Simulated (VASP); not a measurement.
# NbB2 (P6/mmm) in VASP: density of states with LDA

Aim: the density of states of NbB2 with LDA.

Everything below comes from runs of VASP 6.6.1. Logs are shortened: lines on timing, memory, paths and dates and some standing lists are left out, and cuts for length are marked.

## 1. The crystal as given

The structure is hexagonal, space group P6/mmm (No. 191). Conventional cell: a = 3.073 Å, b = 3.073 Å, c = 3.275 Å, α = 90.00°, β = 90.00°, γ = 120.00°. Around Nb (site symmetry 6/mmm) lie 12 B at 2.41 Å. B (site symmetry -6m2) is surrounded by 3 B at 1.77 Å.

## 2. Density of states, LDA

The input, POSCAR:

```
NbB2                                    
1.0
    3.0734210982      0.0000000000      0.0000000000
   -1.5367105491      2.6616607515     -0.0000000000
    0.0000000000      0.0000000000      3.2750531448
  Nb              B             
     1     2
Direct
     0.0000000000000000    0.0000000000000000    0.0000000000000000
     0.3333333300000021    0.6666666699999979    0.5000000000000000
     0.6666666699999979    0.3333333300000021    0.5000000000000000
```

The input, INCAR.step1:

```
PREC = Accurate
ENCUT = 350
EDIFF = 1E-7
ISMEAR = 0
SIGMA = 0.1
LREAL = F
LASPH = T
NELM = 80
ALGO = Normal
ISIF = 2
LWAVE = F
LCHARG = T
LMAXMIX = 4
GGA = CA
NBANDS = 16
```

The input, KPOINTS.step1:

```
Automatic mesh
0
Gamma
  9 9 6
```

The input, INCAR.step2:

```
PREC = Accurate
ENCUT = 350
EDIFF = 1E-7
ISMEAR = -5
SIGMA = 0.1
LREAL = F
LASPH = T
NELM = 80
ALGO = Normal
ISIF = 2
LWAVE = F
LCHARG = F
LMAXMIX = 4
GGA = CA
LORBIT = 11
NBANDS = 16
NEDOS = 1001
ICHARG = 11
```

The input, KPOINTS.step2:

```
Automatic mesh
0
Gamma
  14 14 9
```

Potentials or basis: VASP PAW LDA potentials, release 64 (Nb_sv, B).

Command:

```sh
cat potpaw_LDA.64/Nb_sv/POTCAR potpaw_LDA.64/B/POTCAR > POTCAR
cp INCAR.step1 INCAR
cp KPOINTS.step1 KPOINTS
mpirun -np 1 vasp_std > vasp.out
cp INCAR.step2 INCAR
cp KPOINTS.step2 KPOINTS
mpirun -np 1 vasp_std > vasp.out
```

OUTCAR:

```text
PREC = Accurate
   ENCUT = 350
   EDIFF = 1E-7
   ISMEAR = -5
   LREAL = F
   LASPH = T
   NELM = 80
   ISIF = 2
   GGA = CA
   LORBIT = 11
   ICHARG = 11

 ion  position               nearest neighbor table
   1  0.000  0.000  0.000-   2 2.41   3 2.41   2 2.41   3 2.41   3 2.41   3 2.41   2 2.41   2 2.41
                             3 2.41   3 2.41   2 2.41   2 2.41
   2  0.333  0.667  0.500-   3 1.77   3 1.77   3 1.77   1 2.41   1 2.41   1 2.41   1 2.41   1 2.41
                             1 2.41
   3  0.667  0.333  0.500-   2 1.77   2 1.77   2 1.77   1 2.41   1 2.41   1 2.41   1 2.41   1 2.41
                             1 2.41

  LATTYP: Found a hexagonal cell.
 ALAT       =     3.0734210982
 C/A-ratio  =     1.0656050831

  Lattice vectors:

 A1 = (   3.0734210982,   0.0000000000,   0.0000000000)
 A2 = (  -1.5367105491,   2.6616607515,   0.0000000000)
 A3 = (   0.0000000000,   0.0000000000,   3.2750531448)

Analysis of symmetry for initial positions (statically):
=====================================================================
 Subroutine PRICEL returns:
 Original cell was already a primitive cell.

 Routine SETGRP: Setting up the symmetry group for a
 hexagonal supercell.

 Subroutine GETGRP returns: Found 24 space group operations
 (whereof 24 operations were pure point group operations)
 out of a pool of 24 trial point group operations.

The static configuration has the point symmetry D_6h.

Analysis of symmetry for dynamics (positions and initial velocities):
=====================================================================
 Subroutine PRICEL returns:
 Original cell was already a primitive cell.

 Routine SETGRP: Setting up the symmetry group for a
 hexagonal supercell.

 Subroutine GETGRP returns: Found 24 space group operations
 (whereof 24 operations were pure point group operations)
 out of a pool of 24 trial point group operations.

The dynamic configuration has the point symmetry D_6h.

 Subroutine INISYM returns: Found 24 space group operations
 (whereof 24 operations are pure point group operations),
 and found     1 'primitive' translations

----------------------------------------------------------------------------------------

                                     Primitive cell

  volume of cell :      26.7913

  direct lattice vectors                    reciprocal lattice vectors
     3.073421098  0.000000000  0.000000000     0.325370318  0.187852640  0.000000000
    -1.536710549  2.661660751  0.000000000     0.000000000  0.375705281  0.000000000
     0.000000000  0.000000000  3.275053145     0.000000000  0.000000000  0.305338557

  length of vectors
     3.073421098  3.073421102  3.275053145     0.375705281  0.375705281  0.305338557

  position of ions in fractional coordinates (direct lattice)
     0.000000000  0.000000000  0.000000000
     0.333333330  0.666666670  0.500000000
     0.666666670  0.333333330  0.500000000

  ion indices of the primitive-cell ions
   primitive index   ion index
                 1           1
                 2           2
                 3           3

----------------------------------------------------------------------------------------

 KPOINTS: Automatic mesh

Automatic generation of k-mesh.
 Grid dimensions read from file:
 generate k-points for:   14   14    9

 Generating k-lattice:

  Cartesian coordinates                     Fractional coordinates (reciprocal lattice)
     0.023240737  0.013418046  0.000000000     0.071428571  0.000000000  0.000000000
     0.000000000  0.026836091  0.000000000     0.000000000  0.071428571  0.000000000
     0.000000000  0.000000000  0.033926506     0.000000000  0.000000000  0.111111111

  Length of vectors
     0.026836092  0.026836091  0.033926506

  Shift w.r.t. Gamma in fractional coordinates (k-lattice)
     0.000000000  0.000000000  0.000000000

 TETIRR: Found   1729 inequivalent tetrahedra from    10584

 Subroutine IBZKPT returns following result:
 ===========================================

 Found    120 irreducible k-points:

 Following reciprocal coordinates:
            Coordinates               Weight
  0.000000  0.000000  0.000000      1.000000
  0.071429  0.000000  0.000000      6.000000
  0.142857  0.000000  0.000000      6.000000
  0.214286  0.000000  0.000000      6.000000
  0.285714  0.000000  0.000000      6.000000
  0.357143  0.000000  0.000000      6.000000
[... 16 lines left out ...]
  0.285714  0.285714  0.000000      6.000000
  0.357143  0.285714  0.000000      6.000000
 [... further k-points ...]
   k-points           NKPTS =    120   k-points in BZ     NKDIM =    120   number of bands    NBANDS=     16
   number of dos      NEDOS =   1001   number of ions     NIONS =      3
   total plane-waves  NPLWV =   8000
   dimension x,y,z NGX =    20 NGY =   20 NGZ =   20
   dimension x,y,z NGXF=    40 NGYF=   40 NGZF=   40
   ions per type =               1   2
   NGX,Y,Z   is equivalent  to a cutoff of  10.82, 10.82, 10.15 a.u.
   NGXF,Y,Z  is equivalent  to a cutoff of  21.64, 21.64, 20.30 a.u.
 SYSTEM =  unknown system
   PREC   = accura    normal or accurate (medium, high low for compatibility)
   ISTART =      0    job   : 0-new  1-cont  2-samecut
   ICHARG =     11    charge: 1-file 2-atom 10-const
   ISPIN  =      1    spin polarized calculation?
   LNONCOLLINEAR =      F non collinear calculations
   LSORBIT =      F    spin-orbit coupling
   LASPH  =      T    aspherical Exc in radial PAW
   ENCUT  =  350.0 eV  25.72 Ry    5.07 a.u.   4.69  4.69  5.00*2*pi/ulx,y,z
   NELM   =     80;   NELMIN=  2; NELMDL=  0     # of ELM steps
   EDIFF  = 0.1E-06   stopping-criterion for ELM
   LREAL  =      F    real-space projection
   EDIFFG = 0.1E-05   stopping-criterion for IOM
   NSW    =      0    number of steps for IOM
   IBRION =     -1    ionic relax: 0-MD 1-quasi-New 2-CG
   NFREE  =      0    steps in history (QN), initial steepest desc. (CG)
   ISIF   =      2    stress and relaxation
   ISYM   =      2    0-nonsym 1-usesym 2-fastsym
   POTIM  = 0.5000    time-step for ionic-motion
   TEBEG  =    0.0;   TEEND  =   0.0 temperature during run
   PSTRESS=    0.0 pullay stress
   NELECT =      19.0000    total number of electrons
   NUPDOWN=      -1.0000    fix difference up-down
   EMIN   =  10.00;   EMAX   =-10.00  energy-range for DOS
   EFERMI =   0.00;   METHOD = LEGACY
   ISMEAR =    -5;   SIGMA  =   0.10  broadening in eV -4-tet -1-fermi 0-gaus
   EFERMI_NEDOS =   21; number of points for ismear=-14 and -15
   IALGO  =     38    algorithm
   IMIX   =      4    mixing-type and parameters
     AMIX     =   0.40;   BMIX     =  1.00
     AMIX_MAG =   1.60;   BMIX_MAG =  1.00
  volume/ion in A,a.u.               =       8.93        60.27
  Fermi-wavevector in a.u.,A,eV,Ry     =   1.459918  2.758844 28.998902  2.131359
  Thomas-Fermi vector in A             =   2.576428
   LORBIT       =     11    0 simple, 1 ext, 2 COOP (PROOUT), +10 PAW based schemes
   GGA     = CA    functional components
   LHFCALC =     F    Hartree Fock is set to
   AEXX    =    0.0000 exact exchange contribution
   IVDW    =     0    specifies the selected vdW correction
   LEPSILON=     F    determine dielectric tensor
   LRPA    =     F    only Hartree local field effects (RPA)
 non-spin polarized calculation
 Fermi weights with tetrahedron method with Bloechl corrections
  energy-cutoff  :      350.00
  volume of cell :       26.79
 maximum number of plane-waves:       418
 NGX is ok and might be reduce to    20

 number of electron      19.0000001 magnetization

 Free energy of the ion-electron system (eV)
  ---------------------------------------------------
  ext. energy  EPLUGINS =         0.00000000
  ---------------------------------------------------
  free energy    TOTEN  =       -28.54962148 eV

  energy without entropy =      -28.54962148  energy(sigma->0) =      -28.54962148

 E-fermi :  13.0086     XC(G=0): -13.3746

 val. band max:       13.1939980744   @ k =   0.1429   0.1429   0.0000
 cond. band min:      12.6971167727   @ k =   0.2143   0.2143   0.0000
 fundamental gap:     -0.4968813017
 Fermi energy:        13.0086087354

 k-point     1 :       0.0000    0.0000    0.0000
  band No.  band energies     occupation
      1     -42.4270      2.00000
      2     -18.7981      2.00000
      3     -18.3171      2.00000
      4     -18.3170      2.00000
      5      -1.3757      2.00000
      6       8.4831      2.00000
[... 8 lines left out ...]
     15      17.2889      0.00000
     16      17.5094      0.00000

 k-point     2 :       0.0714    0.0000    0.0000
  band No.  band energies     occupation
      1     -42.4220      2.00000
      2     -18.7910      2.00000
      3     -18.3609      2.00000
      4     -18.3271      2.00000
      5      -1.2684      2.00000
      6       8.2209      2.00000
[... 8 lines left out ...]
     15      17.9461      0.00000
     16      18.1049      0.00000

 k-point     3 :       0.1429    0.0000    0.0000
  band No.  band energies     occupation
      1     -42.4078      2.00000
      2     -18.7709      2.00000
      3     -18.4811      2.00000
      4     -18.3541      2.00000
      5      -0.9558      2.00000
      6       7.5520      2.00000
[... 8 lines left out ...]
     15      18.9883      0.00000
     16      19.5047      0.00000

 k-point     4 :       0.2143    0.0000    0.0000
  band No.  band energies     occupation
      1     -42.3872      2.00000
      2     -18.7417      2.00000
      3     -18.6513      2.00000
      4     -18.3929      2.00000
      5      -0.4625      2.00000
      6       6.6770      2.00000
[... 8 lines left out ...]
     15      19.1617      0.00000
     16      20.5106      0.00000
[... 324 lines left out ...]
 k-point    22 :       0.3571    0.2143    0.0000
  band No.  band energies     occupation
      1     -42.3162      2.00000
      2     -19.0321      2.00000
      3     -18.7120      2.00000
      4     -18.6416      2.00000
      5       2.7954      2.00000
      6       3.7699      2.00000
[... 8 lines left out ...]
     15      21.7916      0.00000
     16      22.7521      0.00000

 k-point    23 :       0.2857    0.2857    0.0000
  band No.  band energies     occupation
      1     -42.3150      2.00000
      2     -18.9856      2.00000
      3     -18.7714      2.00000
      4     -18.6397      2.00000
      5       2.7771      2.00000
      6       4.2734      2.00000
[... 8 lines left out ...]
     15      22.4011      0.00000
     16      23.8072      0.00000

 k-point    24 :       0.3571    0.2857    0.0000
  band No.  band energies     occupation
      1     -42.3118      2.00000
      2     -18.9575      2.00000
      3     -18.8309      2.00000
      4     -18.6352      2.00000
      5       3.6304      2.00000
      6       3.6712      2.00000
[... 8 lines left out ...]
     15      23.2886      0.00000
     16      23.9119      0.00000

 [... further k-points ...]
[... 5 lines left out ...]
  --------------------------------------------------------------------------------------
  -------------------------------------------------------------------------------------
  Total       -0.1477507     -0.1477507     -0.2391273     -0.0000000     -0.0000000      0.0000000
  in kB       -8.8358229     -8.8358229    -14.3003477     -0.0000000     -0.0000000      0.0000000
  external PRESSURE =     -10.6573312 kB  Pullay stress =       0.0000000 kB

 VOLUME and BASIS-vectors are now :
 -----------------------------------------------------------------------------
  energy-cutoff  :      350.00
  volume of cell :       26.79
      direct lattice vectors                 reciprocal lattice vectors
     3.073421098  0.000000000  0.000000000     0.325370318  0.187852640  0.000000000
    -1.536710549  2.661660751  0.000000000     0.000000000  0.375705281  0.000000000
     0.000000000  0.000000000  3.275053145     0.000000000  0.000000000  0.305338557

 POSITION                                       TOTAL-FORCE (eV/Angst)
 -----------------------------------------------------------------------------------
      0.00000      0.00000      0.00000        -0.000000      0.000000      0.000000
     -0.00000      1.77444      1.63753         0.000000      0.000000      0.000000
      1.53671      0.88722      1.63753        -0.000000     -0.000000     -0.000000
 -----------------------------------------------------------------------------------
    total drift:                                0.000000      0.000000      0.000000

  FREE ENERGIE OF THE ION-ELECTRON SYSTEM (eV)
  ---------------------------------------------------
  free  energy   TOTEN  =       -28.5496214806 eV

  energy  without entropy=      -28.5496214806  energy(sigma->0) =      -28.54962148

 total charge

# of ion       s       p       d       tot
------------------------------------------
    1        2.155   6.064   2.633  10.852
    2        0.672   1.339   0.000   2.011
    3        0.672   1.339   0.000   2.011
--------------------------------------------------
tot          3.498   8.742   2.633  14.873
```

It took 28 s on 1 thread of AMD EPYC 7R13 (Zen 3), shared host; peak memory 0.11 GiB.

Results:

* Valence electrons inside the program's atomic spheres: Nb 10.85; B 2.01

Levels at points of the mesh, in eV from the Fermi level:
```
           k point  band 6  band 7  band 8  band 9  band 10  band 11  band 12  band 13
(0.00, 0.00, 0.00)   -4.53   -4.53   -4.47   -3.19     1.27     1.27     3.18     3.18
(0.50, 0.00, 0.00)   -9.79   -5.39   -4.65   -4.39     0.31     1.69     2.61     3.24
```

States per cell in windows of 1 eV (zero at the Fermi level; states under -8 eV left out):
| from (eV) | total | Nb1_d | B2_p | B3_p | B2_s | B3_s | Nb1_p |
| --- | --- | --- | --- | --- | --- | --- | --- |
| -8.0 | 0.75 | 0.10 | 0.11 | 0.11 | 0.04 | 0.04 | 0.02 |
| -7.0 | 1.11 | 0.17 | 0.22 | 0.22 | 0.02 | 0.02 | 0.03 |
| -6.0 | 1.37 | 0.30 | 0.24 | 0.24 | 0.02 | 0.02 | 0.04 |
| -5.0 | 2.07 | 0.57 | 0.32 | 0.32 | 0.01 | 0.01 | 0.07 |
| -4.0 | 1.22 | 0.47 | 0.13 | 0.13 | 0.00 | 0.00 | 0.03 |
| -3.0 | 0.37 | 0.19 | 0.03 | 0.03 | 0.00 | 0.00 | 0.00 |
| -2.0 | 0.32 | 0.18 | 0.02 | 0.02 | 0.00 | 0.00 | 0.00 |
| -1.0 | 0.70 | 0.41 | 0.05 | 0.05 | 0.00 | 0.00 | 0.00 |
| 0.0 | 1.29 | 0.75 | 0.09 | 0.09 | 0.01 | 0.01 | 0.01 |
| 1.0 | 1.34 | 0.84 | 0.09 | 0.09 | 0.01 | 0.01 | 0.01 |
| 2.0 | 1.98 | 1.32 | 0.13 | 0.13 | 0.02 | 0.02 | 0.01 |
| 3.0 | 1.27 | 0.74 | 0.09 | 0.09 | 0.04 | 0.04 | 0.01 |
| 4.0 | 0.77 | 0.36 | 0.08 | 0.08 | 0.02 | 0.02 | 0.01 |
| 5.0 | 1.54 | 0.56 | 0.19 | 0.19 | 0.06 | 0.06 | 0.02 |
| 6.0 | 1.11 | 0.32 | 0.13 | 0.13 | 0.05 | 0.05 | 0.03 |
| 7.0 | 1.38 | 0.32 | 0.15 | 0.15 | 0.10 | 0.10 | 0.03 |

Caveat: the cutoff is under 1.25 times the usual one of these potentials, so pressure, stress and relaxed cells hold a basis-set (Pulay) error; tetrahedron occupations give inexact forces and stress in metals.
